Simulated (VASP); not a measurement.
Here is the system:

```xyz
2
Lattice="2.9297 0.0000 0.0000 0.0000 2.9297 0.0000 0.0000 0.0000 2.9297" Properties=species:S:1:pos:R:3 pbc="T T T"
Si     1.4649     1.4649     1.4649
Rh     0.0000     0.0000     0.0000
```

These are LDA (Ceperley-Alder, Perdew-Zunger), VASP's LDA PAW potentials (set 64) (plane waves; VASP) values and carry that method's errors. Settings: 400 eV cut-off, 14×14×14 Γ-centred mesh, tetrahedra with Blöchl corrections, potentials Si Rh_pv.

Tabulate the total density of states (states/eV per cell) against energy (eV; zero at the valence-band maximum or, without a gap, the Fermi level).

```tsv
E (eV)	DOS (states/eV)
-9.98	0.83
-9.74	1.28
-9.50	0.89
-9.26	0.53
-9.02	0.35
-8.90	0.30
-8.66	0.21
-8.42	0.17
-8.18	0.19
-7.94	0.23
-7.70	0.26
-7.46	0.29
-7.22	0.53
-6.98	0.83
-6.74	1.20
-6.62	1.53
-6.38	1.92
-6.14	1.41
-5.90	1.18
-5.66	1.18
-5.42	1.63
-5.18	1.99
-4.94	1.79
-4.70	1.29
-4.46	0.26
-4.34	0.61
-4.10	2.51
-3.86	2.67
-3.62	1.93
-3.38	3.05
-3.14	2.54
-2.90	2.87
-2.66	2.57
-2.42	1.91
-2.18	1.67
-2.06	1.42
-1.82	0.67
-1.58	0.39
-1.34	0.39
-1.10	0.39
-0.86	0.13
-0.62	0.29
-0.38	0.89
-0.14	3.30
0.10	1.52
0.22	1.23
0.46	0.90
0.70	0.82
0.94	0.69
1.18	0.63
1.42	0.60
1.66	0.54
1.90	0.60
2.14	1.03
2.38	0.99
2.50	0.87
2.74	0.73
2.98	0.68
3.22	0.78
3.46	1.00
```
Within 2 eV below the Fermi level the largest weight inside VASP's projection spheres is Rh d.

The structure comes from a computed database's SiRh entry (Pm-3m); how it stands against other phases isn't given here. It was relaxed first, which changed the volume by -5 %. The electron count is odd and the run is not spin-polarised, which forces a metal.
